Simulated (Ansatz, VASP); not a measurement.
# Cross-check of PtSe2 between VASP and Ansatz

One calculation is typed for both programs; each brings its own data sets and cutoff. How far apart do they land?

Main program and level: Ansatz 0.2.0; plane waves, with VASP 6.6.1 beside it; single point at PBEsol.

### 1. Starting point

Symmetry: P-3m1, No. 164, trigonal system. Conventional cell: a = 3.728 Å, b = 3.728 Å, c = 5.031 Å, α = 90.00°, β = 90.00°, γ = 120.00°. Nearest to Pt lie 6 Se at 2.51 Å. Nearest to Se lie 3 Pt at 2.51 Å. Farther neighbours and most contacts between anions are not listed.

### 2. Ansatz: single point, PBEsol

Ansatz runs on its default PAW (the set named soft_2) files.

A single point gives forces, pressure and levels at one fixed geometry, so differences don't come from the geometry; what else differs is listed under the comparison.

Contents of input.yaml:

```yaml
crystal:
  lattice:
    - [3.7278, 0.0, 0.0]
    - [-1.8639, 3.2283695002, 0.0]
    - [0.0, 0.0, 5.0313]
  atoms:
    - { symbol: Pt, position: [0.0, 0.0, 0.0] }
    - { symbol: Se, position: [0.6666666667, 0.3333333333, 0.745] }
    - { symbol: Se, position: [0.3333333333, 0.6666666667, 0.255] }
hamiltonian:
  xc: pbesol
  pseudopotentials: { kind: paw }
kpoints:
  mp_grid: { grid: [6, 6, 4] }
scf:
  occupations: { method: gaussian, width: 0.05 }
  n_extra_bands: 4
output:
  forces: true
  stress: true
  eigenvalues: true
```

Started as:

```bash
$ ansatz run input.yaml --threads 2 --pin off --max-ram 4608MiB --backend cpu --events-out ev --progress --plain --runs-dir out
```

Numbers of over 12 decimals in the logs are rounded to 6 here.

Output:

```text
scf.n_extra_bands = 4 over 25 filled bands (N_el = 50.0): the run solves 29 bands
Engine: ansatz 0.2.0, aarch64-unknown-linux-gnu
Pseudopotentials: kind: paw
Pseudopotential: Pt, paw, valence charge 18, recommended cutoff 420 eV (normal), Pt.paw.azcp
Pseudopotential: Se, paw, valence charge 16, recommended cutoff 420 eV (normal), Se.paw.azcp
Functional definition: PBEsol
  exchange = pbesol_x
  correlation = pbesol_c
Crystal: 3 atoms, lattice volume = 60.550 Å³
Basis set: ecut = 420 eV, 1181 PW (Γ), exchange–correlation on 50×50×72 points (8 copies of the dense FFT grid, shifted against one another)
Bands: 29, of which v1, the nominal top of the filled ones, is band 25 counted from 1 (24 counted from 0)
Symmetry: 12 space group operations
Space group: P-3m1 (ITA 164), of the structure as read, at distance tolerance 3.9e-5 Å
k-points: 24 of 144
Non-local potential: Pt, projectors of the file, l = 0: 3, l = 1: 2, l = 2: 2, l = 3: 1
Non-local potential: Se, projectors of the file, l = 0: 2, l = 1: 2, l = 2: 3, l = 3: 1
PAW form: soft (Blöchl's): semilocal exchange-correlation on the pseudo side does not see the compensation charge
PAW frozen core: Pt, regenerated for the run's functional, and the local potential with it (the file was generated under x = pbe(κ = 0.804, μ = 0.219515), c = pbe(β = 0.066725))
PAW frozen core: Se, regenerated for the run's functional, and the local potential with it (the file was generated under x = pbe(κ = 0.804, μ = 0.219515), c = pbe(β = 0.066725))
PAW one-centre angular grid: Pt, 590 points (default); XC on 64 Gauss nodes
PAW one-centre angular grid: Se, 590 points (default); XC on 64 Gauss nodes
Initial density: superposition of atomic densities (neutral atoms: chi_scale 0, normalization atom), corrected by the library's trained network
Initial wavefunctions: pseudopotential atomic-orbital guess
Functional: x = pbesol(κ = 0.804, μ = 0.123457), c = pbesol(β = 0.046)
SCF iter   1: F=—  HF=-23233.460810 eV  |F-HF|=—  |Δ(HF+E_count)|=         —  Δρ=2.83e-3  dr2=4.32e-3  ethr=1.77e-3  ⟨swp⟩=6.0  Hψ=2648  notcnv=0
preconditioner: auto → LDOS  [metal: Δε(μ)=0.041 eV  Ē_g=9.231 eV  σ=0.050 eV  W_gap=0.41  n_scr=22 (ndim 8)  ℏωp=22.4 eV  f_vac=0.032  D(μ)=1.95/eV (n_scr^D=20)  β→1.0]
SCF iter   2: F=—  HF=-23233.462397 eV  |F-HF|=—  |Δ(HF+E_count)|=   1.59e-3  Δρ=1.38e-3  dr2=1.68e-3  ethr=8.64e-6  ⟨swp⟩=2.0  Hψ=1559  notcnv=0  defer=1
SCF iter   3: F=—  HF=-23233.461378 eV  |F-HF|=—  |Δ(HF+E_count)|=   1.02e-3  Δρ=3.28e-4  dr2=6.04e-5  ethr=3.36e-6  ⟨swp⟩=2.0  Hψ=1272  notcnv=0  defer=1
SCF iter   4: F=—  HF=-23233.461377 eV  |F-HF|=—  |Δ(HF+E_count)|=   1.60e-6  Δρ=7.72e-5  dr2=4.37e-6  ethr=1.21e-7  ⟨swp⟩=2.0  Hψ=1176  notcnv=0  defer=1
SCF iter   5: F=—  HF=-23233.461378 eV  |F-HF|=—  |Δ(HF+E_count)|=   7.49e-7  Δρ=2.35e-5  dr2=3.02e-7  ethr=8.75e-9  ⟨swp⟩=2.6  Hψ=1183  notcnv=0  defer=1
SCF iter   6: F=-23233.461378 eV  HF=-23233.461378 eV  |F-HF|=1.88e-8  |Δ(HF+E_count)|=   1.07e-7  Δρ=5.98e-6  dr2=2.74e-8  ethr=2.00e-10  ⟨swp⟩=5.1  Hψ=2967  notcnv=0
SCF 1 converged in 6 iterations: F = -23233.461378 eV  dr2 = 2.74e-8
  greatest PAW one-centre occupation: 1.000 electrons in one spin orbital (limit 2), on the Pt atom at site 0 (counted from 0), in its partial waves of l = 0
SCF converged after 6 iterations
Free energy (F): -23233.461378 eV
Harris-Foulkes:  -23233.461378 eV  (|F-HF|=1.88e-8)
Internal energy: -23233.459031 eV  (E = F + TS)
E sigma→0 (E₀):  -23233.460204 eV
Entropy (-TS):   -0.002346 eV (-0.782 meV/atom)
Fermi energy:    13.222556 eV
--- Per-component energies (eV) ---
  E_band       = -962.251496
  E_kinetic    = 874.955256
  E_local      = -6713.491038  (includes V_loc(G=0)·N_el)
  E_nonlocal   = -980.644610
  E_hartree    = 3107.450829
  E_xc         = -467.392626
  E_vxc        = -499.165931  (∫ρ·V_xc dr)
  E_paw        = -13053.695118  (= ΣΔE_a)
  E_vpaw       = 141.191004  (= ΣTr[D̂ρ^β])
  E_aug_tail   = -0.001016  (compensation charges beyond the density's cutoff)
  E_ewald      = -6002.944589
  E_core_change = 2.303882  (= ΣΔE_core)
  E_smearing   = -0.002346  (= −TS)
  E_closure    = -0.000000  (closes the sum)
  Σ components = -23233.461378   (vs F -23233.461378, Δ=0.00e0)
--- Forces (eV/Å), atoms counted from 1 ---
  atom   1  Pt     0.00000000    -0.00000000     0.00000000
  atom   2  Se    -0.00000000     0.00000000    -0.12161265
  atom   3  Se     0.00000000    -0.00000000     0.12161265
  max |Σ_I F_I| component: 1.39e-17 eV/Å
--- Stress (GPa, compression-positive) ---
        1.344477      -0.000000      -0.000000
       -0.000000       1.344477       0.000000
       -0.000000       0.000000      -0.259599
  P = ⅓ Tr σ = 0.8098 GPa (8.098 kbar)
--- Band table (eV; the first three rows and the last of 24) ---
  k-point 0: bands = [... 21 lower, 10.6417, 12.1889, 12.1889, 13.7161, 14.5793, 14.5793, 16.6683, 17.2846]
  k-point 1: bands = [... 21 lower, 10.5680, 11.9190, 11.9190, 12.4599, 15.0449, 15.0449, 17.1897, 18.5111]
  k-point 2: bands = [... 21 lower, 10.2064, 11.4904, 11.6928, 11.6928, 15.5192, 15.5192, 17.9708, 19.5349]
  k-point 23: bands = [... 21 lower, 8.9267, 9.6309, 10.7293, 10.7293, 15.2795, 15.2795, 19.7414, 20.4443]
```

Wall time 1.4 s (2 threads of Arm Neoverse V1, shared host); peak memory 0.34 GiB.

The run ends at a pressure of 0.81 GPa, with forces up to 0.12 eV/Å.

### 3. VASP: single point, PBEsol

The same cell, functional, mesh and smearing now go to VASP, with its own data sets and cutoff.

Lines of VASP's logs that name or quote its potential files are left out, and so is its time.

Contents of INCAR:

```
SYSTEM = PtSe2
PREC = Accurate
ENCUT = 400
EDIFF = 1E-05
NELM = 100
ISMEAR = 0
SIGMA = 0.05
LREAL = .FALSE.
ALGO = Normal
GGA = PS
NBANDS = 17
LASPH = .TRUE.
LORBIT = 11
LWAVE = .FALSE.
LCHARG = .FALSE.
KPAR = 4
```

Contents of POSCAR:

```
PtSe2
1.0
    3.7278000000      0.0000000000      0.0000000000
   -1.8639000000      3.2283695002      0.0000000000
    0.0000000000      0.0000000000      5.0313000000
Pt Se
1 2
Direct
    0.0000000000      0.0000000000      0.0000000000
    0.6666666667      0.3333333333      0.7450000000
    0.3333333333      0.6666666667      0.2550000000
```

Contents of KPOINTS:

```
Automatic mesh
0
Gamma
6 6 4
0 0 0
```

Potentials, in the order of the species: Pt and Se (PBE family, release 64).

Started as:

```bash
$ mpirun -np 4 vasp_std
```

Output:

```text
[banner, memory and clock lines left out]
running    4 mpi-ranks, on    1 nodes
 distrk:  each k-point on    1 cores,    4 groups
 distr:  one band on    1 cores,    1 groups

 POSCAR found type information on POSCAR PtSe
 POSCAR found :  2 types and       3 ions
|                                                                             |
|               ----> ADVICE to this user running VASP <----                  |
|                                                                             |
|     You enforced a specific xc type in the INCAR file but a different       |
|     [... a line on the potential file left out ...]
|     I HOPE YOU KNOW WHAT YOU ARE DOING!                                     |
|                                                                             |

 LDA part: xc-table for (Slater+PW92), standard interpolation
 POSCAR, INCAR and KPOINTS ok, starting setup
 FFT: planning ... GRIDC
 FFT: planning ... GRID_SOFT
 FFT: planning ... GRID
 WAVECAR not read
 entering main loop
       N       E                     dE             d eps       ncg     rms          rms(c)
DAV:   1     0.870163191789E+02    0.87016E+02   -0.85396E+03   840   0.905E+02
DAV:   2    -0.132215769957E+02   -0.10024E+03   -0.97448E+02  1026   0.194E+02
DAV:   3    -0.167258993108E+02   -0.35043E+01   -0.34904E+01   976   0.374E+01
DAV:   4    -0.167479904594E+02   -0.22091E-01   -0.22087E-01  1038   0.322E+00
DAV:   5    -0.167482339080E+02   -0.24345E-03   -0.24344E-03  1011   0.317E-01    0.130E+01
DAV:   6    -0.161514957846E+02    0.59674E+00   -0.48406E+00   838   0.197E+01    0.779E+00
DAV:   7    -0.159225528137E+02    0.22894E+00   -0.91656E-01   836   0.943E+00    0.392E+00
DAV:   8    -0.158997287399E+02    0.22824E-01   -0.61592E-02   897   0.166E+00    0.840E-01
DAV:   9    -0.158967808211E+02    0.29479E-02   -0.73966E-03   925   0.833E-01    0.235E-01
DAV:  10    -0.158968375781E+02   -0.56757E-04   -0.97495E-04   980   0.210E-01    0.438E-02
DAV:  11    -0.158968212798E+02    0.16298E-04   -0.11598E-04   942   0.102E-01    0.193E-02
DAV:  12    -0.158968198537E+02    0.14261E-05   -0.10231E-05   503   0.264E-02
   1 F= -.15896820E+02 E0= -.15895717E+02  d E =-.220478E-02
```

OUTCAR, selected parts (step 3):

```text
ion  position               nearest neighbor table
   1  0.000  0.000  0.000-   2 2.51   3 2.51   3 2.51   2 2.51   2 2.51   3 2.51
   2  0.667  0.333  0.745-   1 2.51   1 2.51   1 2.51
   3  0.333  0.667  0.255-   1 2.51   1 2.51   1 2.51

  LATTYP: Found a hexagonal cell.
 ALAT       =     3.7278000000
 C/A-ratio  =     1.3496700467

 Subroutine GETGRP returns: Found 12 space group operations
 (whereof 12 operations were pure point group operations)

The static configuration has the point symmetry D_3d.

 Found     24 irreducible k-points:

   k-points           NKPTS =     24   k-points in BZ     NKDIM =     24   number of bands    NBANDS=     17

   dimension x,y,z NGX =    24 NGY =   24 NGZ =   36
   dimension x,y,z NGXF=    48 NGYF=   48 NGZF=   72

   ENCUT  =  400.0 eV  29.40 Ry    5.42 a.u.   6.08  6.08  8.20*2*pi/ulx,y,z

   NELECT =      22.0000    total number of electrons

 k-points in reciprocal lattice and weights: Automatic mesh
   0.00000000  0.00000000  0.00000000       0.007
   0.16666667  0.00000000  0.00000000       0.042
   0.33333333  0.00000000  0.00000000       0.042
   0.50000000  0.00000000  0.00000000       0.021
   0.16666667  0.16666667  0.00000000       0.042
   0.33333333  0.16666667  0.00000000       0.083
   0.33333333  0.33333333  0.00000000       0.014
   0.00000000  0.00000000  0.25000000       0.014
   0.16666667  0.00000000  0.25000000       0.042
[...]
0.33333333  0.16666667  0.50000000       0.083
   0.33333333  0.33333333  0.50000000       0.014

 average (electrostatic) potential at core
       1 -68.4587       2 -52.6781       3 -52.6781

 E-fermi :   6.4195

 k-point     1 :       0.0000    0.0000    0.0000
  band No.  band energies     occupation
    ...
      6       2.4814      2.00000
      7       2.4814      2.00000
      8       3.8423      2.00000
      9       5.3916      2.00000
     10       5.3916      2.00000
     11       6.9209      0.00000
     12       7.7790      0.00000
     13       7.7790      0.00000
     14       9.8653      0.00000
     15      10.4835      0.00000
    ...

 k-point     2 :       0.1667    0.0000    0.0000
  band No.  band energies     occupation
    ...
      7       2.2997      2.00000
      8       3.2826      2.00000
      9       4.6382      2.00000
     10       5.0459      2.00000
     11       5.8708      2.00000
     12       7.8116      0.00000
     13       7.9542      0.00000
     14      11.2512      0.00000
     15      11.8669      0.00000
     16      13.2757      0.00000
    ...

 k-point     3 :       0.3333    0.0000    0.0000
  band No.  band energies     occupation
    ...
      7       2.2488      2.00000
      8       2.7968      2.00000
      9       3.8737      2.00000
     10       4.0552      2.00000
     11       4.3903      2.00000
     12       7.4664      0.00000
     13       8.4954      0.00000
     14      11.0743      0.00000
     15      12.7610      0.00000
     16      13.7635      0.00000
    ...

  Total        0.5363676      0.5363676     -0.0924383      0.0000000      0.0000000      0.0000000
  in kB       14.1924411     14.1924411     -2.4459426      0.0000000      0.0000000      0.0000000
  external PRESSURE =       8.6463132 kB  Pullay stress =       0.0000000 kB

  energy-cutoff  :      400.00
  volume of cell :       60.55
      direct lattice vectors                 reciprocal lattice vectors
     3.727800000  0.000000000  0.000000000     0.268254735  0.154876943  0.000000000
    -1.863900000  3.228369500  0.000000000     0.000000000  0.309753887  0.000000000
     0.000000000  0.000000000  5.031300000     0.000000000  0.000000000  0.198755789

 POSITION                                       TOTAL-FORCE (eV/Angst)
 -----------------------------------------------------------------------------------
      0.00000      0.00000      0.00000         0.000000      0.000000      0.000000
      1.86390      1.07612      3.74832        -0.000000     -0.000000     -0.141717
     -0.00000      2.15225      1.28298         0.000000      0.000000      0.141717
 -----------------------------------------------------------------------------------
    total drift:                               -0.000000      0.000000      0.000000

  FREE ENERGIE OF THE ION-ELECTRON SYSTEM (eV)
  ---------------------------------------------------
  free  energy   TOTEN  =       -15.8968198537 eV

  energy  without entropy=      -15.8946150728  energy(sigma->0) =      -15.89571746

 total charge
# of ion       s       p       d       tot
------------------------------------------
    1        0.679   0.703   8.040   9.422
    2        1.488   2.217   0.070   3.774
    3        1.488   2.217   0.070   3.774
--------------------------------------------------
tot          3.655   5.136   8.180  16.971

[... 3 further parts left out ...]
```

The run ends at a pressure of 0.86 GPa, with forces up to 0.14 eV/Å.

### 4. Comparison

Known differences besides the potentials themselves: the data sets hold 50 valence electrons in Ansatz (default PAW (the set named soft_2) files) and 22 in VASP; the cutoff is 420 eV in Ansatz and 400 eV in VASP; Ansatz makes its cores anew for this functional, VASP keeps those of its PBE data sets. Total energies have different zeros and are not compared.

Both answers:

| quantity | Ansatz | VASP | difference |
| --- | --- | --- | --- |
| pressure (GPa) | 0.81 | 0.86 | -0.05 |

Forces (eV/Å; atoms numbered as in POSCAR):

| atom | Ansatz x, y, z | VASP x, y, z |
| --- | --- | --- |
| Pt1 | 0.000, 0.000, 0.000 | 0.000, 0.000, 0.000 |
| Se2 | 0.000, 0.000, -0.122 | 0.000, 0.000, -0.142 |
| Se3 | 0.000, 0.000, 0.122 | 0.000, 0.000, 0.142 |

The forces differ by 9.5 meV/Å r.m.s., which is 14.2 % of the r.m.s. force of 0.07 eV/Å (both taken over all components). Ansatz's pressure holds a Pulay correction of 0.03 GPa; VASP's holds none.

### 5. What the set-up changes

Further runs change the set-up of one program: Ansatz's method, potentials or start, or VASP's data sets, cutoff or form of LDA. The table gives Ansatz less VASP for each quantity, since a change that brings one quantity closer may part another.

| run | r.m.s. force difference (meV/Å) | pressure (GPa) |
| --- | --- | --- |
| as above | 9.5 | -0.055 |
| Ansatz's all-electron LAPW method | 11 | -0.046 |

### 6. Summary of results

```
r.m.s. force difference (single point, PBEsol) : 9.5 meV/Å
```

**Reading.** The r.m.s. force difference is 9.5 meV/Å (single point, PBEsol), within the 12 meV/Å picked in this series as the mark of a large difference. For single point, PBEsol, no further run moves any of the tabulated differences by more than a quarter of its size. How closely two codes agree says nothing of how well the functional describes the real material.

[Lines on the potential files, build, host, timing and source positions are cut from VASP's logs without a mark.]

[Logs are printed without paths, hosts, clocks, repeated set-up lines and the standing remarks that a program may print on its own settings, such as how far it seeks lower states.]

[Hosts, paths, dates, database ids (printed as entryN), source tags and the programs' standing remarks are cut or masked in the printed files.]
